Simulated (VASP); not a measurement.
```xyz
3
Lattice="1.7050 -2.9531 0.0000 1.7050 2.9531 0.0000 0.0000 0.0000 5.7000" Properties=species:S:1:pos:R:3 pbc="T T T"
Ti     0.0000     0.0000     0.0000
S      1.7050     0.9844     1.4250
S      1.7050    -0.9844     4.2750
```

The base run (VASP): PBE GGA, plane waves, VASP's PBE PAW potentials (set 64). Run with 400 eV cut-off, 9×9×5 Γ-centred mesh, first-order Methfessel-Paxton smearing of 0.10 eV, potentials Ti_sv S.

One setting is varied; ΔE counts from the base run. The base run took about 50 core-seconds. Costs are core time on shared hosts, one run each; read them as rough ratios.

Pressures at a finite cut-off, here 400 eV, hold a Pulay part, which wasn't tested here.

```
setting           cost over the base run  electronic steps  ΔE (meV/atom)  pressure (GPa)
----------------  ----------------------  ----------------  -------------  --------------
PREC = Low          within a factor of 2                16           -1.3            0.30
PREC = Normal       within a factor of 2                16            0.0            0.25
PREC = Single       within a factor of 2                16           -0.2            0.26
base run                       reference                16            0.0            0.25
ADDGRID = .TRUE.    within a factor of 2                16            0.0            0.25
LASPH = .FALSE.     within a factor of 2                16            1.4            0.23
LREAL = Auto        within a factor of 2                16           -0.2            0.26
```

Left out are runs that failed, have no time on record or changed the cell.

The compound is TiS2 in the 1T layered structure. The cell was not relaxed at this level.
